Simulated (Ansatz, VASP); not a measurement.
**H: VASP beside Ansatz**

One calculation is typed for both programs; each brings its own data sets. How far apart do they land? The cell is taken from a series of runs on this material, whose earlier steps may have relaxed, scaled, displaced or heated it; both programs get it as it stands.

Main program and level: Ansatz 0.2.0; plane waves, with VASP 6.6.1 beside it; zone-centre phonons at PBEsol.

## Step 1: The starting structure

It takes space group I4/mmm (No. 139, tetragonal). The conventional cell has a = 3.405 Å, b = 3.405 Å, c = 4.368 Å, α = 90.00°, β = 90.00°, γ = 90.00°. Nearest to H lie 1 H at 0.76 Å.

Structure file:

```xyz
2
Lattice="-1.7023 1.7023 2.1839 1.7023 -1.7023 2.1839 1.7023 1.7023 -2.1839" Properties=species:S:1:pos:R:3 pbc="T T T"
H     0.0000    0.0000    3.9882
H     0.0000    0.0000    0.3797
```

## Step 2: VASP: zone-centre phonons, PBEsol

Second derivatives magnify differences that forces hide, and they need a tight electronic threshold.

Lines of VASP's logs that name or quote its potential files are left out, and so is its time.

Input file INCAR:

```
SYSTEM = H
PREC = Accurate
ENCUT = 500
EDIFF = 1E-08
NELM = 120
ISMEAR = 0
SIGMA = 0.01
LREAL = .FALSE.
ALGO = Normal
GGA = PS
NBANDS = 7
LORBIT = 11
LWAVE = .FALSE.
LCHARG = .FALSE.
ISIF = 2
IBRION = 8
LEPSILON = .TRUE.
LASPH = .TRUE.
GGA_COMPAT = .FALSE.
EFERMI = MIDGAP
```

Input file POSCAR:

```
H
1.0
   -1.7022949590      1.7022949590      2.1839435100
    1.7022949590     -1.7022949590      2.1839435100
    1.7022949590      1.7022949590     -2.1839435100
H
2
Direct
    0.9130723341      0.9130723341      0.0000000000
    0.0869276659      0.0869276659      0.0000000000
```

Input file KPOINTS:

```
Automatic mesh
0
Gamma
8 8 8
0 0 0
```

Potentials, in the order of the species: H (PBE family, release 64).

On the command line:

```bash
> mpirun -np 1 vasp_std
```

Numbers of over 12 decimals in the logs are rounded to 6 here.

Output:

```text
[banner, memory and clock lines left out]
running    1 mpi-ranks, on    1 nodes
 distrk:  each k-point on    1 cores,    1 groups
 distr:  one band on    1 cores,    1 groups

 POSCAR found type information on POSCAR H
 POSCAR found :  1 types and       2 ions
|                                                                             |
|               ----> ADVICE to this user running VASP <----                  |
|                                                                             |
|     You enforced a specific xc type in the INCAR file but a different       |
|     [... a line on the potential file left out ...]
|     I HOPE YOU KNOW WHAT YOU ARE DOING!                                     |
|                                                                             |

 LDA part: xc-table for (Slater+PW92), standard interpolation
 POSCAR, INCAR and KPOINTS ok, starting setup
 FFT: planning ... GRIDC
 FFT: planning ... GRID_SOFT
 FFT: planning ... GRID
 WAVECAR not read
 entering main loop
       N       E                     dE             d eps       ncg     rms          rms(c)
DAV:   1    -0.673912587340E+01   -0.67391E+01   -0.47155E+02   840   0.182E+02
DAV:   2    -0.702894968391E+01   -0.28982E+00   -0.28982E+00  1162   0.109E+01
DAV:   3    -0.702925713682E+01   -0.30745E-03   -0.30745E-03   924   0.340E-01
DAV:   4    -0.702925760359E+01   -0.46677E-06   -0.46677E-06  1190   0.138E-02
DAV:   5    -0.702925760438E+01   -0.79275E-09   -0.79276E-09   931   0.358E-04    0.417E+00
DAV:   6    -0.667708991488E+01    0.35217E+00   -0.19678E-01   840   0.153E+00    0.226E+00
DAV:   7    -0.652204489069E+01    0.15505E+00   -0.36823E-01   854   0.222E+00    0.245E-01
DAV:   8    -0.652680777801E+01   -0.47629E-02   -0.64429E-03   875   0.318E-01    0.110E-01
DAV:   9    -0.652653093677E+01    0.27684E-03   -0.83195E-04   980   0.124E-01    0.124E-02
DAV:  10    -0.652654555373E+01   -0.14617E-04   -0.11893E-05   924   0.214E-02    0.303E-03
DAV:  11    -0.652654926278E+01   -0.37091E-05   -0.37831E-06   889   0.103E-02    0.354E-04
DAV:  12    -0.652654950652E+01   -0.24374E-06   -0.63367E-08  1022   0.163E-03    0.311E-04
DAV:  13    -0.652654954635E+01   -0.39835E-07   -0.13505E-08   882   0.702E-04    0.261E-05
DAV:  14    -0.652654954410E+01    0.22502E-08   -0.10425E-10   770   0.592E-05
   1 F= -.65265495E+01 E0= -.65265495E+01  d E =0.000000E+00
 Linear response reoptimize wavefunctions to high precision
DAV:   1    -0.652654954402E+01    0.79936E-10   -0.21814E-11   945   0.270E-05
 Linear response G [H, r] |phi>, progress :
  Direction:   1
       N       E                     dE             d eps       ncg     rms
RMM:   1    -0.751728445734E+01   -0.75173E+01   -0.11789E+01  1513   0.130E+01
RMM:   2    -0.760984017406E+01   -0.92556E-01   -0.11373E-01  1317   0.193E+00
RMM:   3    -0.761021917073E+01   -0.37900E-03   -0.32291E-04  1351   0.962E-02
RMM:   4    -0.761022019745E+01   -0.10267E-05   -0.16183E-06  1402   0.590E-03
RMM:   5    -0.761022020335E+01   -0.59004E-08   -0.12217E-08  1269   0.480E-04
 Linear response G [H, r] |phi>, progress :
  Direction:   2
       N       E                     dE             d eps       ncg     rms
RMM:   1    -0.742320238291E+01   -0.74232E+01   -0.11615E+01  1512   0.129E+01
RMM:   2    -0.752979982806E+01   -0.10660E+00   -0.13498E-01  1319   0.216E+00
RMM:   3    -0.753026847434E+01   -0.46865E-03   -0.41537E-04  1366   0.109E-01
RMM:   4    -0.753026992042E+01   -0.14461E-05   -0.24014E-06  1372   0.704E-03
RMM:   5    -0.753026992949E+01   -0.90740E-08   -0.19285E-08  1215   0.573E-04
 Linear response G [H, r] |phi>, progress :
  Direction:   3
       N       E                     dE             d eps       ncg     rms
RMM:   1    -0.753003098204E+01   -0.75300E+01   -0.97305E+00  1665   0.154E+01
RMM:   2    -0.759347429264E+01   -0.63443E-01   -0.55903E-02  1299   0.108E+00
RMM:   3    -0.759375437118E+01   -0.28008E-03   -0.25706E-04  1325   0.680E-02
RMM:   4    -0.759375687330E+01   -0.25021E-05   -0.56660E-06  1244   0.675E-03
RMM:   5    -0.759375690104E+01   -0.27744E-07   -0.27716E-08  1170   0.502E-04
RMM:   6    -0.759375690111E+01   -0.75953E-10   -0.23755E-10   959   0.424E-05
 Linear response to external field (no local field effect), progress :
  Direction:   1
       N       E                     dE             d eps       ncg     rms          rms(c)
RMM:   1    -0.324352541819E-01   -0.32435E-01   -0.36752E-02  1709   0.700E-01
RMM:   2    -0.328161419342E-01   -0.38089E-03   -0.35481E-04  1292   0.107E-01
RMM:   3    -0.328179730474E-01   -0.18311E-05   -0.13099E-06  1309   0.571E-03
RMM:   4    -0.328179774974E-01   -0.44500E-08   -0.70304E-09  1246   0.382E-04
 change of polarisation eV/A/(eV/A) component  1 :     0.066    -0.012     0.021
 dielectric tensor                  component  1 :     1.469    -0.084     0.151
 Linear response to external field (no local field effect), progress :
  Direction:   2
       N       E                     dE             d eps       ncg     rms          rms(c)
RMM:   1    -0.320407554040E-01   -0.32041E-01   -0.38098E-02  1703   0.703E-01
RMM:   2    -0.324410712431E-01   -0.40032E-03   -0.38176E-04  1300   0.112E-01
RMM:   3    -0.324431391623E-01   -0.20679E-05   -0.16632E-06  1301   0.613E-03
[...]
Linear response to external field (no local field effect), progress :
  Direction:   3
       N       E                     dE             d eps       ncg     rms          rms(c)
RMM:   1    -0.537339258900E-01   -0.53734E-01   -0.58442E-02  1684   0.113E+00
RMM:   2    -0.542148404084E-01   -0.48091E-03   -0.41069E-04  1275   0.960E-02
RMM:   3    -0.542170367820E-01   -0.21964E-05   -0.18289E-06  1208   0.547E-03
RMM:   4    -0.542170652036E-01   -0.28422E-07   -0.44803E-08  1160   0.620E-04
RMM:   5    -0.542170653538E-01   -0.15014E-09   -0.16572E-10   883   0.399E-05
 change of polarisation eV/A/(eV/A) component  3 :     0.021     0.029     0.108
 dielectric tensor                  component  3 :     0.151     0.204     1.775
 Linear response to external field, progress :
  Direction:   1
       N       E                     dE             d eps       ncg     rms          rms(c)
RMM:   1    -0.322380047855E-01   -0.32238E-01   -0.37425E-02  2751   0.701E-01
RMM:   2    -0.326286070619E-01   -0.39060E-03   -0.36815E-04  2087   0.110E-01    0.253E-01
RMM:   3    -0.325480651482E-01    0.80542E-04   -0.33990E-04  2108   0.966E-02    0.151E-01
RMM:   4    -0.364022137320E-01   -0.38541E-02   -0.92409E-04  2106   0.159E-01    0.183E-02
RMM:   5    -0.370636617571E-01   -0.66145E-03   -0.15340E-05  2102   0.211E-02    0.105E-03
RMM:   6    -0.371076394724E-01   -0.43978E-04   -0.14733E-07  2173   0.195E-03    0.411E-04
RMM:   7    -0.371147392331E-01   -0.70998E-05   -0.43200E-08  2139   0.118E-03    0.443E-05
RMM:   8    -0.371120326328E-01    0.27066E-05   -0.44269E-10  2042   0.108E-04    0.203E-05
RMM:   9    -0.371123120823E-01   -0.27945E-06   -0.73190E-11  1854   0.523E-05    0.136E-06
 change of polarisation eV/A/(eV/A) component  1 :     0.063    -0.003     0.024
 dielectric tensor                  component  1 :     1.454    -0.021     0.174
 Linear response to external field, progress :
  Direction:   2
       N       E                     dE             d eps       ncg     rms          rms(c)
RMM:   1    -0.322380048008E-01   -0.32238E-01   -0.37425E-02  2751   0.701E-01
RMM:   2    -0.326286061159E-01   -0.39060E-03   -0.36841E-04  2088   0.110E-01    0.253E-01
RMM:   3    -0.325480368691E-01    0.80569E-04   -0.34016E-04  2106   0.967E-02    0.151E-01
RMM:   4    -0.364022596494E-01   -0.38542E-02   -0.92459E-04  2108   0.159E-01    0.183E-02
RMM:   5    -0.370636728983E-01   -0.66141E-03   -0.15332E-05  2102   0.211E-02    0.105E-03
RMM:   6    -0.371076287350E-01   -0.43956E-04   -0.14736E-07  2172   0.195E-03    0.411E-04
RMM:   7    -0.371147569050E-01   -0.71282E-05   -0.43169E-08  2138   0.118E-03    0.447E-05
RMM:   8    -0.371120295090E-01    0.27274E-05   -0.44616E-10  2048   0.108E-04    0.204E-05
RMM:   9    -0.371123120486E-01   -0.28254E-06   -0.73389E-11  1855   0.523E-05    0.136E-06
 change of polarisation eV/A/(eV/A) component  2 :    -0.003     0.063     0.008
 dielectric tensor                  component  2 :    -0.021     1.454     0.056
 Linear response to external field, progress :
  Direction:   3
       N       E                     dE             d eps       ncg     rms          rms(c)
RMM:   1    -0.537339258900E-01   -0.53734E-01   -0.58442E-02  1684   0.113E+00
RMM:   2    -0.542148404084E-01   -0.48091E-03   -0.41069E-04  1275   0.960E-02    0.564E-01
RMM:   3    -0.484524731263E-01    0.57624E-02   -0.25711E-03  1290   0.241E-01    0.261E-01
RMM:   4    -0.525149226013E-01   -0.40624E-02   -0.25623E-03  1290   0.243E-01    0.476E-02
RMM:   5    -0.544056050987E-01   -0.18907E-02   -0.66185E-05  1249   0.421E-02    0.218E-03
RMM:   6    -0.544760985173E-01   -0.70493E-04   -0.79969E-07  1314   0.483E-03    0.125E-03
RMM:   7    -0.545027020486E-01   -0.26604E-04   -0.18889E-07  1306   0.247E-03    0.420E-04
RMM:   8    -0.545007900596E-01    0.19120E-05   -0.40090E-09  1341   0.362E-04    0.105E-04
RMM:   9    -0.545006282146E-01    0.16185E-06   -0.11349E-10  1128   0.603E-05    0.363E-05
RMM:  10    -0.545006272937E-01    0.92091E-09   -0.95879E-12  1043   0.236E-05    0.137E-06
 change of polarisation eV/A/(eV/A) component  3 :     0.019     0.026     0.090
 dielectric tensor                  component  3 :     0.139     0.187     1.641
 Linear response DOF=           2
 Linear response progress:
  Degree of freedom:   1/  2
       N       E                     dE             d eps       ncg     rms          rms(c)
RMM:   1    -0.155176083810E-01   -0.15518E-01   -0.11185E-02  3581   0.503E-01
RMM:   2    -0.155671101605E-01   -0.49502E-04   -0.71496E-05  3238   0.356E-02    0.939E-02
RMM:   3    -0.157555761200E-01   -0.18847E-03   -0.14244E-05  3528   0.179E-02    0.549E-02
RMM:   4    -0.162099026289E-01   -0.45433E-03   -0.26508E-05  3280   0.249E-02    0.235E-03
RMM:   5    -0.161888724250E-01    0.21030E-04   -0.25840E-07  3379   0.309E-03    0.326E-04
RMM:   6    -0.161842341304E-01    0.46383E-05   -0.17861E-08  3571   0.993E-04    0.165E-04
RMM:   7    -0.161842287960E-01    0.53344E-08   -0.15684E-09  3495   0.299E-04    0.269E-05
 first order change of Fermi-energy  -0.11575E-03
 force on displaced ion       1 direction 1 :  -0.046  -0.000  -0.000
 Born effective charge ion    1 direction 1 :   0.000   0.000  -0.000
 Linear response progress:
  Degree of freedom:   2/  2
       N       E                     dE             d eps       ncg     rms          rms(c)
RMM:   1    -0.183734671361E-01   -0.18373E-01   -0.10609E-02  1344   0.553E-01
RMM:   2    -0.184112811418E-01   -0.37814E-04   -0.50649E-05  1274   0.380E-02    0.194E-01
RMM:   3    -0.183780485861E-01    0.33233E-04   -0.10969E-04  1292   0.488E-02    0.101E-01
RMM:   4    -0.190630965232E-01   -0.68505E-03   -0.12246E-04  1273   0.522E-02    0.893E-03
RMM:   5    -0.190540104965E-01    0.90860E-05   -0.16049E-06  1296   0.659E-03    0.136E-03
RMM:   6    -0.190495986639E-01    0.44118E-05   -0.26920E-08  1345   0.969E-04    0.714E-04
RMM:   7    -0.190445607963E-01    0.50379E-05   -0.35193E-08  1266   0.119E-03    0.108E-04
RMM:   8    -0.190439789132E-01    0.58188E-06   -0.76685E-10  1381   0.184E-04    0.328E-05
RMM:   9    -0.190439001171E-01    0.78796E-07   -0.13101E-11  1378   0.313E-05    0.371E-06
RMM:  10    -0.190439055550E-01   -0.54380E-08    0.30423E-13  1406   0.901E-06    0.115E-06
 first order change of Fermi-energy  -0.12948E+01
 force on displaced ion       1 direction 3 :   0.000   0.000 -32.868
 Born effective charge ion    1 direction 3 :   0.000   0.000   0.000
 Born effective charges drift removed
 Linear response finished
```

OUTCAR, selected parts (step 2):

```text
ion  position               nearest neighbor table
   1  0.913  0.913  0.000-   2 0.76
   2  0.087  0.087  0.000-   1 0.76

  LATTYP: Found a body centered tetragonal cell.
 ALAT       =     3.4045899180
 C/A-ratio  =     1.2829407139

 Subroutine GETGRP returns: Found 16 space group operations
 (whereof 16 operations were pure point group operations)

The static configuration has the point symmetry D_4h.

 Found     59 irreducible k-points:

   k-points           NKPTS =     59   k-points in BZ     NKDIM =     59   number of bands    NBANDS=      7

   dimension x,y,z NGX =    24 NGY =   24 NGZ =   24
   dimension x,y,z NGXF=    48 NGYF=   48 NGZF=   48

   ENCUT  =  500.0 eV  36.75 Ry    6.06 a.u.   5.93  5.93  5.93*2*pi/ulx,y,z

   NELECT =       2.0000    total number of electrons

 k-points in reciprocal lattice and weights: Automatic mesh
   0.00000000  0.00000000  0.00000000       0.002
   0.12500000  0.00000000  0.00000000       0.016
   0.25000000  0.00000000  0.00000000       0.016
   0.37500000  0.00000000  0.00000000       0.016
   0.50000000  0.00000000  0.00000000       0.008
   0.12500000  0.12500000  0.00000000       0.016
   0.25000000  0.12500000  0.00000000       0.031
   0.37500000  0.12500000  0.00000000       0.031
   0.50000000  0.12500000  0.00000000       0.031
[...]
-0.37500000 -0.37500000  0.37500000       0.004
   0.50000000  0.50000000  0.50000000       0.002

 average (electrostatic) potential at core
       1 -39.6707       2 -39.6707

  Total       -0.0241119     -0.0241119     -0.0266638      0.0000000      0.0000000      0.0000000
  in kB       -1.5260587     -1.5260587     -1.6875691      0.0000000      0.0000000      0.0000000
  external PRESSURE =      -1.5798955 kB  Pullay stress =       0.0000000 kB

  energy-cutoff  :      500.00
  volume of cell :       25.31
      direct lattice vectors                 reciprocal lattice vectors
    -1.702294959  1.702294959  2.183943510     0.000000000  0.293721131  0.228943651
     1.702294959 -1.702294959  2.183943510     0.293721131  0.000000000  0.228943651
     1.702294959  1.702294959 -2.183943510     0.293721131  0.293721131  0.000000000

 POSITION                                       TOTAL-FORCE (eV/Angst)
 -----------------------------------------------------------------------------------
      0.00000      0.00000      3.98820         0.000000      0.000000     -0.006554
      0.00000      0.00000      0.37969        -0.000000     -0.000000      0.006554
 -----------------------------------------------------------------------------------
    total drift:                                0.000000      0.000000     -0.000000

 MACROSCOPIC STATIC DIELECTRIC TENSOR (including local field effects in DFT)
 ------------------------------------------------------
           1.453551     0.000000     0.000000
           0.000000     1.453551     0.000000
           0.000000     0.000000     1.641294
 ------------------------------------------------------

 PIEZOELECTRIC TENSOR (including local field effects)  for field in x, y, z        (C/m^2)
          XX          YY          ZZ          XY          YZ          ZX
  --------------------------------------------------------------------------------
  x     0.00000     0.00000     0.00000     0.00000     0.00000     0.00000
  y     0.00000     0.00000     0.00000     0.00000     0.00000     0.00000
  z     0.00000     0.00000     0.00000     0.00000     0.00000     0.00000

 BORN EFFECTIVE CHARGES (including local field effects) (in |e|, cummulative output)
 ---------------------------------------------------------------------------------
 ion    1
    1     0.00000     0.00000     0.00000
    2     0.00000     0.00000     0.00000
    3     0.00000     0.00000     0.00000
 ion    2
    1     0.00000     0.00000     0.00000
    2     0.00000     0.00000     0.00000
    3     0.00000     0.00000     0.00000

 Eigenvectors and eigenvalues of the dynamical matrix
 ----------------------------------------------------

   1 f  =  126.751881 THz   796.405559 2PiTHz 4227.987664 cm-1   524.203425 meV
             X         Y         Z           dx          dy          dz
      0.000000  0.000000  3.988197     0.000000    0.000000   -0.707107
      0.000000  0.000000  0.379690     0.000000    0.000000    0.707107

   2 f  =    4.744933 THz    29.813293 2PiTHz  158.273925 cm-1    19.623457 meV
             X         Y         Z           dx          dy          dz
      0.000000  0.000000  3.988197     0.707089   -0.005021   -0.000000
      0.000000  0.000000  0.379690    -0.707089    0.005021    0.000000

   3 f  =    4.744933 THz    29.813293 2PiTHz  158.273925 cm-1    19.623457 meV
             X         Y         Z           dx          dy          dz
      0.000000  0.000000  3.988197    -0.005021   -0.707089   -0.000000
      0.000000  0.000000  0.379690     0.005021    0.707089    0.000000

   4 f  =    0.000000 THz     0.000000 2PiTHz    0.000002 cm-1     0.000000 meV
             X         Y         Z           dx          dy          dz
      0.000000  0.000000  3.988197    -0.707091   -0.004652   -0.000000
      0.000000  0.000000  0.379690    -0.707091   -0.004652    0.000000

   5 f  =    0.000000 THz     0.000000 2PiTHz    0.000000 cm-1     0.000000 meV
             X         Y         Z           dx          dy          dz
      0.000000  0.000000  3.988197     0.000000   -0.000000    0.707107
      0.000000  0.000000  0.379690     0.000000    0.000000    0.707107

   6 f/i=    0.000000 THz     0.000002 2PiTHz    0.000012 cm-1     0.000001 meV
             X         Y         Z           dx          dy          dz
      0.000000  0.000000  3.988197    -0.004652    0.707091    0.000000
      0.000000  0.000000  0.379690    -0.004652    0.707091    0.000000

 MACROSCOPIC STATIC DIELECTRIC TENSOR IONIC CONTRIBUTION
 ------------------------------------------------------
           0.000000     0.000000     0.000000
           0.000000     0.000000     0.000000
           0.000000     0.000000     0.000000
 ------------------------------------------------------

 ELASTIC MODULI CONTR FROM IONIC RELAXATION (kBar)
 Direction    XX          YY          ZZ          XY          YZ          ZX
 --------------------------------------------------------------------------------
 XX          -0.0012     -0.0012     -1.1826      0.0000      0.0000     -0.0000
 YY          -0.0012     -0.0012     -1.1826      0.0000     -0.0000      0.0000
 ZZ          -1.1826     -1.1826  -1192.5989      0.0000      0.0000     -0.0000
 XY           0.0000      0.0000      0.0000      0.0000      0.0000      0.0000
 YZ           0.0000     -0.0000      0.0000      0.0000     -2.4422      0.0000
 ZX          -0.0000      0.0000     -0.0000      0.0000      0.0000     -2.5395
 --------------------------------------------------------------------------------

 PIEZOELECTRIC TENSOR IONIC CONTR  for field in x, y, z        (C/m^2)
          XX          YY          ZZ          XY          YZ          ZX
  --------------------------------------------------------------------------------
  x     0.00000     0.00000     0.00000     0.00000     0.00000     0.00000
  y     0.00000     0.00000     0.00000     0.00000     0.00000     0.00000
  z     0.00000     0.00000     0.00000     0.00000     0.00000     0.00000
```

(Part 1 of 2 ends here.)

[Lines on the potential files, build, host, timing and source positions are cut from VASP's logs without a mark.]

[Logs are printed without paths, hosts, clocks, repeated set-up lines and the standing remarks that a program may print on its own settings, such as how far it seeks lower states.]

[Hosts, paths, dates, database ids (printed as entryN), source tags and the programs' standing remarks are cut or masked in the printed files.]
